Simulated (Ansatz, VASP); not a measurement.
## NaB2 in two plane-wave programs

One calculation is typed for both programs; each brings its own data sets and cutoff. How far apart do they land? The cell is invented: As first built, before any earlier steps moved the atoms (in the runner's words): it takes the AgB2 structure with some of its atoms replaced by other elements, volume scaled by an estimate. It may not be a known or stable phase. The cell is taken from a series of VASP runs on this material, whose earlier steps may have relaxed, scaled or displaced it; both programs get it as it stands.

Main program and level: Ansatz 0.2.0; plane waves, with VASP 6.6.1 beside it; relaxation of cell and atoms at PBEsol.

## 1. Set-up

It takes space group P6/mmm (No. 191, hexagonal). The conventional cell has a = 3.033 Å, b = 3.033 Å, c = 4.200 Å, α = 90.00°, β = 90.00°, γ = 120.00°. Nearest to Na lie 12 B at 2.73 Å and 6 Na at 3.03 Å. Nearest to B lie 3 B at 1.75 Å and 6 Na at 2.73 Å. As first built, before any earlier steps moved the atoms (in the runner's words): sites of the AgB2 structure (space group 191) filled with other elements, volume scaled by an estimate. Farther neighbours are not listed.

## 2. VASP: relaxation of cell and atoms, PBEsol

The relaxed volume is the usual yardstick between codes: its relative difference is about their pressure difference at one cell divided by the bulk modulus.

Lines of VASP's logs that name or quote its potential files are left out, and so is its time.

Contents of INCAR:

```
SYSTEM = NaB2
PREC = Accurate
ENCUT = 420
EDIFF = 1E-06
NELM = 100
ISMEAR = 0
SIGMA = 0.05
LREAL = .FALSE.
ALGO = Normal
GGA = PS
NBANDS = 12
LORBIT = 11
LWAVE = .FALSE.
LCHARG = .FALSE.
IBRION = 2
NSW = 60
ISIF = 3
EDIFFG = -0.01
```

Contents of POSCAR:

```
NaB2
1.0
    3.0331201496      0.0000000000      0.0000000000
   -1.5165600748      2.6267585576      0.0000000000
    0.0000000000      0.0000000000      4.2002699309
Na B
1 2
Direct
    0.0000000000      0.0000000000      0.0000000000
    0.3333333300      0.6666666700      0.5000000000
    0.6666666700      0.3333333300      0.5000000000
```

Contents of KPOINTS:

```
Automatic mesh
0
Gamma
8 8 5
0 0 0
```

PAW data sets: Na_pv and B (PBE family, release 64).

Run with:

```
mpirun -np 1 vasp_std
```

Numbers of over 12 decimals in the logs are rounded to 6 here.

The log of the run:

```text
[banner, memory and clock lines left out]
running    1 mpi-ranks, on    1 nodes
 distrk:  each k-point on    1 cores,    1 groups
 distr:  one band on    1 cores,    1 groups

 POSCAR found type information on POSCAR NaB
 POSCAR found :  2 types and       3 ions
|                                                                             |
|               ----> ADVICE to this user running VASP <----                  |
|                                                                             |
|     You enforced a specific xc type in the INCAR file but a different       |
|     [... a line on the potential file left out ...]
|     I HOPE YOU KNOW WHAT YOU ARE DOING!                                     |
|                                                                             |

 LDA part: xc-table for (Slater+PW92), standard interpolation
 POSCAR, INCAR and KPOINTS ok, starting setup
 FFT: planning ... GRIDC
 FFT: planning ... GRID_SOFT
 FFT: planning ... GRID
 WAVECAR not read
 entering main loop
       N       E                     dE             d eps       ncg     rms          rms(c)
DAV:   1     0.541224895576E+02    0.54122E+02   -0.60838E+03   748   0.956E+02
DAV:   2    -0.129819119853E+02   -0.67104E+02   -0.62829E+02   772   0.245E+02
DAV:   3    -0.158936830610E+02   -0.29118E+01   -0.27994E+01   908   0.503E+01
DAV:   4    -0.159244528441E+02   -0.30770E-01   -0.30743E-01   804   0.506E+00
DAV:   5    -0.159247492622E+02   -0.29642E-03   -0.29641E-03   888   0.521E-01    0.503E+00
DAV:   6    -0.146635690183E+02    0.12612E+01   -0.91954E-01   900   0.878E+00    0.225E+00
DAV:   7    -0.144478826212E+02    0.21569E+00   -0.56417E-01   916   0.509E+00    0.781E-01
DAV:   8    -0.144486322942E+02   -0.74967E-03   -0.87789E-02   840   0.270E+00    0.481E-01
DAV:   9    -0.144381550143E+02    0.10477E-01   -0.16686E-02   888   0.112E+00    0.508E-02
DAV:  10    -0.144381973019E+02   -0.42288E-04   -0.62371E-04   876   0.275E-01    0.347E-02
DAV:  11    -0.144381857023E+02    0.11600E-04   -0.16317E-04   824   0.821E-02    0.161E-02
DAV:  12    -0.144381721696E+02    0.13533E-04   -0.17994E-05   836   0.284E-02    0.453E-03
DAV:  13    -0.144381713411E+02    0.82849E-06   -0.26612E-06   836   0.103E-02
   1 F= -.14438171E+02 E0= -.14437417E+02  d E =-.144382E+02
[...]
2 F= -.14444879E+02 E0= -.14444064E+02  d E =-.670733E-02
[...]
3 F= -.14445426E+02 E0= -.14444507E+02  d E =-.725514E-02
 curvature:  -0.69 expect dE=-0.161E-02 dE for cont linesearch -0.448E-06
 trial: gam= 0.22987 g(F)=  0.451E-45 g(S)=  0.232E-02 ort =-0.821E-04 (trialstep = 0.108E+01)
 search vector abs. value=  0.284E-02
 bond charge predicted
       N       E                     dE             d eps       ncg     rms          rms(c)
DAV:   1    -0.144523899638E+02   -0.69636E-02   -0.17883E-01   824   0.716E+00    0.512E-01
DAV:   2    -0.144481817813E+02    0.42082E-02   -0.59629E-03   856   0.122E+00    0.264E-01
DAV:   3    -0.144467638026E+02    0.14180E-02   -0.21929E-03   892   0.741E-01    0.353E-02
DAV:   4    -0.144466928926E+02    0.70910E-04   -0.88414E-05   828   0.141E-01    0.155E-02
DAV:   5    -0.144466839691E+02    0.89235E-05   -0.50805E-06   856   0.292E-02    0.994E-04
DAV:   6    -0.144466838785E+02    0.90517E-07   -0.11061E-07   412   0.287E-03
   4 F= -.14446684E+02 E0= -.14445753E+02  d E =-.125740E-02
 trial-energy change:   -0.001257  1 .order   -0.001271   -0.002482   -0.000060
 step:   1.1056(harm=  1.1046)  dis= 0.00000  next Energy=   -14.446685 (dE=-0.126E-02)
 reached required accuracy - stopping structural energy minimisation
```

Parts of OUTCAR (step 2):

```text
ion  position               nearest neighbor table
   1  0.000  0.000  0.000-
   2  0.333  0.667  0.500-   3 1.75   3 1.75   3 1.75
   3  0.667  0.333  0.500-   2 1.75   2 1.75   2 1.75

  LATTYP: Found a hexagonal cell.
 ALAT       =     3.0331201496
 C/A-ratio  =     1.3848016972

 Subroutine GETGRP returns: Found 24 space group operations
 (whereof 24 operations were pure point group operations)

The static configuration has the point symmetry D_6h.

 Found     30 irreducible k-points:

   k-points           NKPTS =     30   k-points in BZ     NKDIM =     30   number of bands    NBANDS=     12

   dimension x,y,z NGX =    20 NGY =   20 NGZ =   28
   dimension x,y,z NGXF=    40 NGYF=   40 NGZF=   56

   ENCUT  =  420.0 eV  30.87 Ry    5.56 a.u.   5.07  5.07  7.02*2*pi/ulx,y,z

   NELECT =      13.0000    total number of electrons

 k-points in reciprocal lattice and weights: Automatic mesh
   0.00000000  0.00000000  0.00000000       0.003
   0.12500000  0.00000000  0.00000000       0.019
   0.25000000  0.00000000  0.00000000       0.019
   0.37500000  0.00000000  0.00000000       0.019
   0.50000000  0.00000000  0.00000000       0.009
   0.12500000  0.12500000  0.00000000       0.019
   0.25000000  0.12500000  0.00000000       0.038
   0.37500000  0.12500000  0.00000000       0.038
   0.25000000  0.25000000  0.00000000       0.019
[...]
0.25000000  0.25000000  0.40000000       0.038
   0.37500000  0.25000000  0.40000000       0.038

 average (electrostatic) potential at core
       1 -45.8702       2 -28.2262       3 -28.2262

 E-fermi :   2.9255

 k-point     1 :       0.0000    0.0000    0.0000
  band No.  band energies     occupation
      1     -20.1811      2.00000
      2     -20.1670      2.00000
      3     -20.1670      2.00000
      4      -7.7453      2.00000
      5       0.1967      2.00000
      6       4.4996      0.00000
      7       4.4996      0.00000
      8       4.8311      0.00000
      9      11.5487      0.00000
     10      11.5487      0.00000
    ...

 k-point     2 :       0.1250    0.0000    0.0000
  band No.  band energies     occupation
      1     -20.2016      2.00000
      2     -20.1743      2.00000
      3     -20.1740      2.00000
      4      -7.4725      2.00000
      5       0.4674      2.00000
      6       3.3928      0.00000
      7       3.9687      0.00000
      8       5.1557      0.00000
      9      11.3946      0.00000
     10      12.6475      0.00000
    ...

 k-point     3 :       0.2500    0.0000    0.0000
  band No.  band energies     occupation
    ...
      2     -20.1920      2.00000
      3     -20.1572      2.00000
      4      -6.6658      2.00000
      5       1.0943      2.00000
      6       1.2657      2.00000
      7       3.0165      0.00999
      8       6.0904      0.00000
      9      10.4078      0.00000
     10      10.7555      0.00000
     11      13.9551      0.00000
    ...

  Total        0.0093073      0.0093072      0.0023531      0.0000000      0.0000000      0.0000000
  in kB        0.4410659      0.4410657      0.1115139      0.0000000      0.0000000      0.0000000
  external PRESSURE =       0.3312152 kB  Pullay stress =       0.0000000 kB

  energy-cutoff  :      420.00
  volume of cell :       33.81
      direct lattice vectors                 reciprocal lattice vectors
     3.017232222  0.000000000 -0.000000000     0.331429577  0.191350995 -0.000000000
    -1.508616111  2.612999217 -0.000000000    -0.000000000  0.382701990 -0.000000000
    -0.000000000  0.000000000  4.288253449     0.000000000  0.000000000  0.233195172

 POSITION                                       TOTAL-FORCE (eV/Angst)
 -----------------------------------------------------------------------------------
      1.50862      2.61300     -0.00000        -0.000000     -0.000000     -0.000000
     -0.00000      1.74200      2.14413        -0.000000      0.000000     -0.000000
      1.50862      0.87100      2.14413         0.000000     -0.000000      0.000000
 -----------------------------------------------------------------------------------
    total drift:                               -0.000000      0.000000     -0.000000

  FREE ENERGIE OF THE ION-ELECTRON SYSTEM (eV)
  ---------------------------------------------------
  free  energy   TOTEN  =       -14.4466838785 eV

  energy  without entropy=      -14.4448217932  energy(sigma->0) =      -14.44575284

 reached required accuracy - stopping structural energy minimisation

 total charge
# of ion       s       p       d       tot
------------------------------------------
    1        0.083   6.017   0.000   6.100
    2        0.727   1.136   0.000   1.863
    3        0.727   1.136   0.000   1.863
--------------------------------------------------
tot          1.538   8.288   0.000   9.826

[... 3 further parts left out ...]
```

CONTCAR:

```
NaB2
   1.00000000000000
     3.0172322217633618    0.0000000000000000   -0.0000000000000000
    -1.5086161108816809    2.6129992171222169   -0.0000000000000000
    -0.0000000000000000    0.0000000000000000    4.2882534488379518
  Na              B
     1     2
Direct
     1.0000000000000000    1.0000000000000000    0.0000000000000000
     0.3333333300000021    0.6666666699999979    0.5000000000000000
     0.6666666699999979    0.3333333300000021    0.5000000000000000
```

## 3. Ansatz: relaxation of cell and atoms, PBEsol

Ansatz runs on its default PAW (the set named soft_2) files.

The same cell, functional, mesh and smearing now go to Ansatz, which takes its cutoff from its data sets.

Contents of input.yaml:

```yaml
crystal:
  lattice:
    - [3.0331201496, 0.0, 0.0]
    - [-1.5165600748, 2.6267585576, 0.0]
    - [0.0, 0.0, 4.2002699309]
  atoms:
    - { symbol: Na, position: [0.0, 0.0, 0.0] }
    - { symbol: B, position: [0.33333333, 0.66666667, 0.5] }
    - { symbol: B, position: [0.66666667, 0.33333333, 0.5] }
hamiltonian:
  xc: pbesol
  pseudopotentials: { kind: paw }
kpoints:
  mp_grid: { grid: [8, 8, 5] }
scf:
  occupations: { method: gaussian, width: 0.05 }
relax:
  f_tol: 0.01
  max_steps: 60
  cell: { stress_tol: 0.05 }
output:
  forces: true
  stress: true
```

Run with:

```
ansatz run input.yaml --threads 4 --pin off --max-ram 9216MiB --backend cpu --events-out ev --progress --plain --runs-dir out
```

The log of the run:

```text
Engine: ansatz 0.2.0, aarch64-unknown-linux-gnu
Pseudopotentials: kind: paw
Pseudopotential: Na, paw, valence charge 9, recommended cutoff 420 eV (normal), Na.paw.azcp
Pseudopotential: B, paw, valence charge 3, recommended cutoff 420 eV (normal), B.paw.azcp
Functional definition: PBEsol
  exchange = pbesol_x
  correlation = pbesol_c
Crystal: 3 atoms, lattice volume = 33.465 Å³
Basis set: ecut = 420 eV, 651 PW (Γ), exchange–correlation on 48×48×60 points (8 copies of the dense FFT grid, shifted against one another)
Bands: 12, of which v1, the nominal top of the filled ones, is band 8 counted from 1 (7 counted from 0)
Symmetry: 24 space group operations
Space group: P6/mmm (ITA 191), of the structure as read, at distance tolerance 3.2e-5 Å
k-points: 30 of 320
Non-local potential: Na, projectors of the file, l = 0: 3, l = 1: 2, l = 2: 1
Non-local potential: B, projectors of the file, l = 0: 2, l = 1: 2, l = 2: 1
PAW form: soft (Blöchl's): semilocal exchange-correlation on the pseudo side does not see the compensation charge
PAW frozen core: Na, regenerated for the run's functional, and the local potential with it (the file was generated under x = pbe(κ = 0.804, μ = 0.219515), c = pbe(β = 0.066725))
PAW frozen core: B, regenerated for the run's functional, and the local potential with it (the file was generated under x = pbe(κ = 0.804, μ = 0.219515), c = pbe(β = 0.066725))
PAW one-centre angular grid: Na, 110 points (default); XC on 64 Gauss nodes
PAW one-centre angular grid: B, 110 points (default); XC on 64 Gauss nodes
Initial density: superposition of atomic densities (neutral atoms: chi_scale 0, normalization atom), corrected by the library's trained network
Initial wavefunctions: pseudopotential atomic-orbital guess
Functional: x = pbesol(κ = 0.804, μ = 0.123457), c = pbesol(β = 0.046)
SCF iter   1: F=—  HF=-1780.179200 eV  |F-HF|=—  |Δ(HF+E_count)|=         —  Δρ=5.12e-3  dr2=1.42e-2  ethr=1.77e-3  ⟨swp⟩=5.4  Hψ=1884  notcnv=0
preconditioner: auto → none  [metal: Δε(μ)=0.042 eV  Ē_g=10.836 eV  σ=0.050 eV  W_gap=0.44  n_scr=2 (ndim 8)  ℏωp=17.0 eV  f_vac=0.000  D(μ)=1.48/eV (n_scr^D=20)  sad-step TF]
SCF iter   2: F=—  HF=-1780.176078 eV  |F-HF|=—  |Δ(HF+E_count)|=   3.12e-3  Δρ=2.75e-3  dr2=5.19e-3  ethr=9.47e-5  ⟨swp⟩=1.3  Hψ=614  notcnv=0
SCF iter   3: F=—  HF=-1780.174582 eV  |F-HF|=—  |Δ(HF+E_count)|=   1.50e-3  Δρ=6.81e-4  dr2=1.52e-4  ethr=3.46e-5  ⟨swp⟩=2.0  Hψ=544  notcnv=0
SCF iter   4: F=—  HF=-1780.174532 eV  |F-HF|=—  |Δ(HF+E_count)|=   5.00e-5  Δρ=1.14e-4  dr2=6.10e-6  ethr=1.02e-6  ⟨swp⟩=2.0  Hψ=517  notcnv=0
SCF iter   5: F=—  HF=-1780.174522 eV  |F-HF|=—  |Δ(HF+E_count)|=   1.02e-5  Δρ=2.18e-5  dr2=1.41e-7  ethr=4.07e-8  ⟨swp⟩=2.6  Hψ=555  notcnv=0
SCF iter   6: F=-1780.174522 eV  HF=-1780.174522 eV  |F-HF|=9.88e-10  |Δ(HF+E_count)|=   4.14e-8  Δρ=3.19e-6  dr2=2.04e-9  ethr=6.67e-10  ⟨swp⟩=4.0  Hψ=987  notcnv=0
SCF 1 converged in 6 iterations: F = -1780.174522 eV  dr2 = 2.04e-9
  greatest PAW one-centre occupation: 0.999 electrons in one spin orbital (limit 2), on the Na atom at site 0 (counted from 0), in its partial waves of l = 0
relax step   1: F+E_penalty+E_count = -1780.17452203 eV  Δ(F+E_penalty+E_count) = +0.000e0 eV  max|allowed force component| = 2.035e-16 eV/Å  Δτ_max = 0.0000 Å  P = -0.116 GPa  Ω = 33.465 Å³  (6 SCF iters, dr2 threshold 1.00e-7 eV, accepted)
[...]
relax step   2: F+E_penalty+E_count = -1780.18303137 eV  Δ(F+E_penalty+E_count) = -8.509e-3 eV  max|allowed force component| = 1.542e-16 eV/Å  Δτ_max = 0.0000 Å  P = -0.329 GPa  Ω = 33.922 Å³  energy of the carried Pulay correction = -2.954e-4 eV  (4 SCF iters, dr2 threshold 3.00e-7 eV, accepted)
[...]
relax step   3: F+E_penalty+E_count = -1780.18319715 eV  Δ(F+E_penalty+E_count) = -1.658e-4 eV  max|allowed force component| = 1.480e-16 eV/Å  Δτ_max = 0.0000 Å  P = -0.086 GPa  Ω = 33.843 Å³  energy of the carried Pulay correction = -2.333e-4 eV  (3 SCF iters, dr2 threshold 3.00e-7 eV, accepted)
[...]
relax step   4: F+E_penalty+E_count = -1780.18322722 eV  Δ(F+E_penalty+E_count) = -3.006e-5 eV  max|allowed force component| = 1.419e-16 eV/Å  Δτ_max = 0.0000 Å  P = +0.001 GPa  Ω = 33.814 Å³  energy of the carried Pulay correction = -2.108e-4 eV  (4 SCF iters, dr2 threshold 2.73e-8 eV, accepted)
[...]
relax step   5: F+E_penalty+E_count = -1780.18349748 eV  Δ(F+E_penalty+E_count) = -2.703e-4 eV  max|allowed force component| = 2.591e-16 eV/Å  Δτ_max = 0.0000 Å  P = +0.012 GPa  Ω = 33.814 Å³  stress off target by 3.29e-2 GPa  SCF on the basis re-selected at this cell (its energy is not comparable with the rows above)  (5 SCF iters)
basis re-selected at this cell: Δ(F+E_penalty+E_count) = -2.703e-4 eV, ΔP = +0.011 GPa vs the last step (what re-selecting the basis moved, of the pressure what is left beyond the Pulay correction that the steps carried, after the strain that the cell walked since its last selection, with what the two solves' SCF thresholds leave and, on support functions, any second-order correction that the steps lacked; it is no m [...]
SCF converged after 5 iterations
Free energy (F): -1780.183497 eV
Harris-Foulkes:  -1780.183497 eV  (|F-HF|=7.28e-12)
Internal energy: -1780.181794 eV  (E = F + TS)
E sigma→0 (E₀):  -1780.182646 eV
Entropy (-TS):   -0.001704 eV (-0.568 meV/atom)
Fermi energy:    5.822305 eV
--- Per-component energies (eV) ---
  E_band       = -182.338944
  E_kinetic    = 213.470084
  E_local      = -1266.734370  (includes V_loc(G=0)·N_el)
  E_nonlocal   = 141.002587
  E_hartree    = 448.953981
  E_xc         = -100.994363
  E_vxc        = -124.102243  (∫ρ·V_xc dr)
  E_paw        = -404.156585  (= ΣΔE_a)
  E_vpaw       = -43.882851  (= ΣTr[D̂ρ^β])
  E_aug_tail   = -0.000021  (compensation charges beyond the density's cutoff)
  E_ewald      = -811.807222
  E_core_change = 0.084116  (= ΣΔE_core)
  E_smearing   = -0.001704  (= −TS)
  E_closure    = 0.000000  (closes the sum)
  Σ components = -1780.183497   (vs F -1780.183497, Δ=0.00e0)
--- Forces (eV/Å), atoms counted from 1 ---
  atom   1  Na     0.00000000    -0.00000000     0.00000000
  atom   2  B      0.00000000     0.00000000    -0.00000000
  atom   3  B      0.00000000    -0.00000000     0.00000000
  max |Σ_I F_I| component: 5.55e-17 eV/Å
--- Stress (GPa, compression-positive) ---
        0.001995      -0.000000       0.000000
        0.000000       0.001995       0.000000
        0.000000       0.000000       0.032905
  P = ⅓ Tr σ = 0.0123 GPa (0.123 kbar)
--- Relaxed structure (4 steps of the walk, 4 accepted, 1 SCFs on fresh bases) ---
  F+E_penalty+E_count = -1780.18349748 eV   max|allowed force component| = 2.591e-16 eV/Å   (the final SCF, on the basis selected at the relaxed cell)
  cell:  # Å, volume = 33.8143 Å³
    - [3.016786, 0.0, 0.0]
    - [-1.508393, 2.612613, 0.0]
    - [0.0, 0.0, 4.290238]
  atoms:
    - { symbol: Na, position: [0, 0, 0.0] }
    - { symbol: B, position: [0.333333, 0.666667, 0.5] }
    - { symbol: B, position: [0.666667, 0.333333, 0.5] }
```

It took 2.4 s on 4 threads of Arm Neoverse N1, shared host; peak memory 0.29 GiB; 6.7 s of CPU time.

## 4. Comparison

Known differences besides the potentials themselves: both relaxations stop at a tolerance, which leaves soft axes loose, and VASP keeps its plane-wave basis; the data sets hold 15 valence electrons in Ansatz (default PAW (the set named soft_2) files) and 13 in VASP; Ansatz makes its cores anew for this functional, VASP keeps those of its PBE data sets; VASP leaves aspherical gradient terms in its spheres out (LASPH is not set), Ansatz keeps them; Ansatz adds a Pulay correction to the stress that steers its cell, VASP none. Total energies have different zeros and are not compared.

Compared:

| quantity | Ansatz | VASP | difference |
| --- | --- | --- | --- |
| volume (Å³) | 33.81 | 33.81 | +0.02 % |
| edge a after relaxation, in the typed setting (Å) | 3.017 | 3.017 | -0.01 % |
| edge c after relaxation, in the typed setting (Å) | 4.290 | 4.288 | +0.04 % |

The walks stopped with 0.01 GPa left in Ansatz and 0.03 GPa in VASP; each walk ends within a tolerance, so the volume difference is uncertain by about these residues over the bulk modulus, most in soft cells.

## 5. Results

| Property | Result |
| --- | --- |
| difference in edge c after relaxation, in the typed setting (relaxation of cell and atoms, PBEsol) | 0.044 % |

What this shows: The difference in edge c after relaxation, in the typed setting is 0.044 % (relaxation of cell and atoms, PBEsol), within the 1.2 % picked in this series as the mark of a large difference, as far as the stopping tolerances let one tell. Such differences can come from data sets, numerical settings and the points named under the comparisons, not from the functional's error against experiment.

[Lines on the potential files, build, host, timing and source positions are cut from VASP's logs without a mark.]

[Logs are printed without paths, hosts, clocks, repeated set-up lines and the standing remarks that a program may print on its own settings, such as how far it seeks lower states.]

[Hosts, paths, dates, database ids (printed as entryN), source tags and the programs' standing remarks are cut or masked in the printed files.]
